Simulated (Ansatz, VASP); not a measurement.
# Cross-check of KI between VASP and Ansatz

Wanted: the spread between two codes on one cell, functional and k mesh. The cell is taken from a series of runs on this material, whose earlier steps may have relaxed, scaled, displaced or heated it; both programs get it as it stands.

Program: Ansatz 0.2.0. Level of theory: plane waves, with VASP 6.6.1 beside it; relaxation of cell and atoms at PBE, spin-orbit coupling. Results are calculated unless marked as measured.

## Step 1: Starting point

The structure is cubic, space group Fm-3m (No. 225). Conventional cell: a = 7.177 Å, b = 7.177 Å, c = 7.177 Å, α = 90.00°, β = 90.00°, γ = 90.00°. Nearest to K lie 6 I at 3.59 Å. I has 6 K at 3.59 Å nearest. Farther neighbours and most contacts between anions are not listed.

## Step 2: VASP: relaxation of cell and atoms, PBE, spin-orbit coupling

The relaxed volume is the usual yardstick between codes: in a stiff, nearly cubic crystal its relative difference is about their pressure difference at one cell divided by the bulk modulus.

Lines of VASP's logs that name or quote its potential files are left out, and so is its time.

INCAR reads:

```
SYSTEM = KI
PREC = Accurate
ENCUT = 500
EDIFF = 1E-07
NELM = 200
ISMEAR = 0
SIGMA = 0.01
LREAL = .FALSE.
ALGO = Normal
GGA = PE
LNONCOLLINEAR = .TRUE.
MAGMOM = 0 0 0 0 0 0
NBANDS = 28
GGA_COMPAT = .FALSE.
LASPH = .TRUE.
LSORBIT = .TRUE.
LORBIT = 11
LWAVE = .FALSE.
LCHARG = .FALSE.
ISIF = 3
IBRION = 2
NSW = 80
EDIFFG = -0.005
NELMIN = 4
EFERMI = MIDGAP
```

POSCAR reads:

```
KI
1.0
    0.0000000000      3.5883430000      3.5883430000
    3.5883430000      0.0000000000      3.5883430000
    3.5883430000      3.5883430000      0.0000000000
K I
1 1
Direct
    0.0000000000      0.0000000000      0.0000000000
    0.5000000000      0.5000000000      0.5000000000
```

KPOINTS reads:

```
Automatic mesh
0
Gamma
6 6 6
0 0 0
```

PAW data sets: K_sv and I (PBE family, release 64).

Started as:

```bash
$ mpirun -np 1 vasp_ncl
```

Numbers of over 12 decimals in the logs are rounded to 6 here.

The log of the run:

```text
[banner, memory and clock lines left out]
running    1 mpi-ranks, on    1 nodes
 distrk:  each k-point on    1 cores,    1 groups
 distr:  one band on    1 cores,    1 groups

 POSCAR found type information on POSCAR K I
 POSCAR found :  2 types and       2 ions
 LDA part: xc-table for (Slater+PW92), standard interpolation
 POSCAR, INCAR and KPOINTS ok, starting setup
 FFT: planning ... GRIDC
 FFT: planning ... GRID_SOFT
 FFT: planning ... GRID
 WAVECAR not read
 entering main loop
       N       E                     dE             d eps       ncg     rms          rms(c)
DAV:   1     0.998746595149E+02    0.99875E+02   -0.62697E+03   896   0.932E+02
DAV:   2     0.258495022675E+01   -0.97290E+02   -0.92695E+02  1076   0.236E+02
DAV:   3    -0.554167740305E+01   -0.81266E+01   -0.80939E+01  1480   0.576E+01
DAV:   4    -0.577601036897E+01   -0.23433E+00   -0.23381E+00  1260   0.968E+00
DAV:   5    -0.578352081794E+01   -0.75104E-02   -0.75100E-02  1276   0.128E+00    0.423E+00
DAV:   6    -0.569058166191E+01    0.92939E-01   -0.11206E-01  1144   0.200E+00    0.281E+00
DAV:   7    -0.568098400077E+01    0.95977E-02   -0.76616E-02  1152   0.138E+00    0.194E+00
DAV:   8    -0.568889316859E+01   -0.79092E-02   -0.23310E-02  1300   0.755E-01    0.572E-01
DAV:   9    -0.569123232315E+01   -0.23392E-02   -0.57421E-03   948   0.447E-01    0.137E-01
DAV:  10    -0.569132032361E+01   -0.88000E-04   -0.23437E-04  1384   0.957E-02    0.633E-02
DAV:  11    -0.569155906436E+01   -0.23874E-03   -0.18019E-04   948   0.719E-02    0.481E-02
DAV:  12    -0.569161726765E+01   -0.58203E-04   -0.53618E-05  1044   0.444E-02    0.139E-02
DAV:  13    -0.569161999505E+01   -0.27274E-05   -0.27854E-06  1180   0.101E-02    0.574E-03
DAV:  14    -0.569162060072E+01   -0.60567E-06   -0.23362E-06   940   0.859E-03    0.175E-03
DAV:  15    -0.569162071782E+01   -0.11710E-06   -0.41232E-08   968   0.108E-03    0.149E-03
DAV:  16    -0.569162082523E+01   -0.10741E-06   -0.50015E-09   544   0.453E-04    0.360E-04
DAV:  17    -0.569162086620E+01   -0.40965E-07   -0.10206E-08   644   0.617E-04
   1 F= -.56916209E+01 E0= -.56916209E+01  d E =-.569162E+01  mag=     0.0000    -0.0000    -0.0000
 curvature:   0.00 expect dE= 0.000E+00 dE for cont linesearch  0.000E+00
 trial: gam= 0.00000 g(F)=  0.117E-63 g(S)=  0.891E-04 ort = 0.000E+00 (trialstep = 0.100E+01)
 search vector abs. value=  0.891E-04
 bond charge predicted
       N       E                     dE             d eps       ncg     rms          rms(c)
DAV:   1    -0.569228083819E+01   -0.66001E-03   -0.12776E-02  1032   0.932E-01    0.157E-01
DAV:   2    -0.569183408018E+01    0.44676E-03   -0.11065E-03  1136   0.263E-01    0.723E-02
DAV:   3    -0.569169324700E+01    0.14083E-03   -0.37915E-04  1312   0.133E-01    0.564E-02
DAV:   4    -0.569169144274E+01    0.18043E-05   -0.10622E-05  1472   0.181E-02    0.372E-02
DAV:   5    -0.569169082028E+01    0.62246E-06   -0.26650E-06  1564   0.715E-03    0.122E-02
DAV:   6    -0.569168947474E+01    0.13455E-05   -0.50328E-06  1424   0.118E-02    0.399E-03
DAV:   7    -0.569168936558E+01    0.10916E-06   -0.20775E-07  1100   0.245E-03    0.211E-03
DAV:   8    -0.569168909344E+01    0.27214E-06   -0.51767E-08   800   0.196E-03    0.466E-04
DAV:   9    -0.569168912574E+01   -0.32303E-07   -0.64179E-09   484   0.884E-04
   2 F= -.56916891E+01 E0= -.56916891E+01  d E =-.682595E-04  mag=    -0.0000     0.0000     0.0000
 trial-energy change:   -0.000068  1 .order   -0.000069   -0.000089   -0.000049
 step:   2.6929(harm=  2.2147)  dis= 0.00000  next Energy=    -5.691727 (dE=-0.106E-03)
 bond charge predicted
       N       E                     dE             d eps       ncg     rms          rms(c)
DAV:   1    -0.569340595105E+01   -0.17169E-02   -0.36530E-02  1032   0.157E+00    0.267E-01
DAV:   2    -0.569212305262E+01    0.12829E-02   -0.31687E-03  1128   0.444E-01    0.122E-01
DAV:   3    -0.569171960077E+01    0.40345E-03   -0.10757E-03  1312   0.224E-01    0.954E-02
DAV:   4    -0.569171636054E+01    0.32402E-05   -0.30572E-05  1476   0.306E-02    0.632E-02
DAV:   5    -0.569171714131E+01   -0.78077E-06   -0.77459E-06  1568   0.119E-02    0.207E-02
DAV:   6    -0.569171508410E+01    0.20572E-05   -0.14454E-05  1408   0.200E-02    0.670E-03
DAV:   7    -0.569171494040E+01    0.14369E-06   -0.59685E-07  1188   0.413E-03    0.356E-03
DAV:   8    -0.569171449925E+01    0.44115E-06   -0.16287E-07  1052   0.333E-03    0.890E-04
DAV:   9    -0.569171455418E+01   -0.54928E-07   -0.13164E-08   496   0.113E-03
   3 F= -.56917146E+01 E0= -.56917146E+01  d E =-.936880E-04  mag=    -0.0000    -0.0000    -0.0000
 curvature:  -0.94 expect dE=-0.331E-05 dE for cont linesearch -0.331E-05
 trial: gam= 0.00000 g(F)=  0.181E-60 g(S)=  0.354E-05 ort =-0.178E-04 (trialstep = 0.134E+01)
 search vector abs. value=  0.354E-05
 reached required accuracy - stopping structural energy minimisation
```

OUTCAR, selected parts (step 2):

```text
ion  position               nearest neighbor table
   1  0.000  0.000  0.000-   2 3.59   2 3.59   2 3.59   2 3.59   2 3.59   2 3.59
   2  0.500  0.500  0.500-   1 3.59   1 3.59   1 3.59   1 3.59   1 3.59   1 3.59

  LATTYP: Found a face centered cubic cell.
 ALAT       =     7.1766860000

 Subroutine GETGRP returns: Found 48 space group operations
 (whereof 48 operations were pure point group operations)

The static configuration has the point symmetry O_h .

 Found     16 irreducible k-points:

   k-points           NKPTS =     16   k-points in BZ     NKDIM =     16   number of bands    NBANDS=     28

   dimension x,y,z NGX =    40 NGY =   40 NGZ =   40
   dimension x,y,z NGXF=    80 NGYF=   80 NGZF=   80

   ENCUT  =  500.0 eV  36.75 Ry    6.06 a.u.   9.25  9.25  9.25*2*pi/ulx,y,z

   NELECT =      16.0000    total number of electrons

 k-points in reciprocal lattice and weights: Automatic mesh
   0.00000000  0.00000000  0.00000000       0.005
   0.16666667  0.00000000  0.00000000       0.037
   0.33333333  0.00000000  0.00000000       0.037
   0.50000000  0.00000000  0.00000000       0.019
   0.16666667  0.16666667  0.00000000       0.028
   0.33333333  0.16666667  0.00000000       0.111
   0.50000000  0.16666667  0.00000000       0.111
  -0.33333333  0.16666667  0.00000000       0.111
  -0.16666667  0.16666667  0.00000000       0.056
[...]
-0.33333333  0.33333333  0.16666667       0.111
  -0.33333333  0.50000000  0.16666667       0.056

 average (electrostatic) potential at core
       1 -36.5742       2 -94.3743

 E-fermi :   1.3911

 k-point     1 :       0.0000    0.0000    0.0000
  band No.  band energies     occupation
    ...
     12      -1.3512      1.00000
     13      -0.3736      1.00000
     14      -0.3736      1.00000
     15      -0.3736      1.00000
     16      -0.3736      1.00000
     17       3.1557      0.00000
     18       3.1557      0.00000
     19       5.8207      0.00000
     20       5.8207      0.00000
     21       5.8207      0.00000
    ...

 k-point     2 :       0.1667    0.0000    0.0000
  band No.  band energies     occupation
    ...
     12      -1.5167      1.00000
     13      -0.6626      1.00000
     14      -0.6626      1.00000
     15      -0.4594      1.00000
     16      -0.4594      1.00000
     17       3.7525      0.00000
     18       3.7525      0.00000
     19       5.7308      0.00000
     20       5.7308      0.00000
     21       6.0965      0.00000
    ...

 k-point     3 :       0.3333    0.0000    0.0000
  band No.  band energies     occupation
    ...
     12      -1.8885      1.00000
     13      -1.0090      1.00000
     14      -1.0090      1.00000
     15      -0.6185      1.00000
     16      -0.6185      1.00000
     17       4.5686      0.00000
     18       4.5686      0.00000
     19       6.1945      0.00000
     20       6.1945      0.00000
     21       6.7548      0.00000
    ...

  Total       -0.0069964     -0.0069964     -0.0069964     -0.0000000     -0.0000000      0.0000000
  in kB       -0.1204777     -0.1204777     -0.1204777     -0.0000000     -0.0000000      0.0000000
  external PRESSURE =      -0.1204777 kB  Pullay stress =       0.0000000 kB

  energy-cutoff  :      500.00
  volume of cell :       93.04
      direct lattice vectors                 reciprocal lattice vectors
     0.000000000  3.596520611  3.596520611    -0.139023254  0.139023254  0.139023254
     3.596520611 -0.000000000  3.596520611     0.139023254 -0.139023254  0.139023254
     3.596520611  3.596520611  0.000000000     0.139023254  0.139023254 -0.139023254

 POSITION                                       TOTAL-FORCE (eV/Angst)
 -----------------------------------------------------------------------------------
      0.00000      0.00000      0.00000        -0.000000      0.000000      0.000000
      3.59652      3.59652      3.59652         0.000000     -0.000000     -0.000000
 -----------------------------------------------------------------------------------
    total drift:                                0.000000     -0.000000     -0.000000

  FREE ENERGIE OF THE ION-ELECTRON SYSTEM (eV)
  ---------------------------------------------------
  free  energy   TOTEN  =        -5.6917145542 eV

  energy  without entropy=       -5.6917145542  energy(sigma->0) =       -5.69171455

 reached required accuracy - stopping structural energy minimisation

 Spin-Orbit-Coupling matrix elements
 Ion:    1  E_soc:     -0.0081980
 Ion:    2  E_soc:     -0.2476376

 total charge
# of ion       s       p       d       tot
------------------------------------------
    1        1.956   5.575   0.020   7.551
    2        1.492   2.847   0.001   4.340
--------------------------------------------------
tot          3.448   8.422   0.021  11.891

 magnetization (x)
# of ion       s       p       d       tot
------------------------------------------
    1        0.000   0.000   0.000   0.000
    2        0.000   0.000   0.000   0.000
--------------------------------------------------
tot          0.000   0.000   0.000   0.000

 magnetization (y)
# of ion       s       p       d       tot
------------------------------------------
    1       -0.000  -0.000  -0.000  -0.000
    2        0.000   0.000  -0.000   0.000
--------------------------------------------------
tot         -0.000   0.000  -0.000   0.000

 magnetization (z)
# of ion       s       p       d       tot
------------------------------------------
    1        0.000   0.000  -0.000  -0.000
    2        0.000   0.000  -0.000  -0.000
--------------------------------------------------
tot          0.000   0.000  -0.000  -0.000

[... 3 further parts left out ...]
```

CONTCAR:

```
KI
   1.00000000000000
     0.0000000000000000    3.5965206114775197    3.5965206114775197
     3.5965206114775197   -0.0000000000000000    3.5965206114775197
     3.5965206114775197    3.5965206114775197    0.0000000000000000
  K               I
     1     1
Direct
     0.0000000000000000    0.0000000000000000    0.0000000000000000
     0.5000000000000000    0.5000000000000000    0.5000000000000000
```

(Part 1 of 2 ends here.)

[Lines on the potential files, build, host, timing and source positions are cut from VASP's logs without a mark.]

[Logs are printed without paths, hosts, clocks, repeated set-up lines and the standing remarks that a program may print on its own settings, such as how far it seeks lower states.]

[Hosts, paths, dates, database ids (printed as entryN), source tags and the programs' standing remarks are cut or masked in the printed files.]
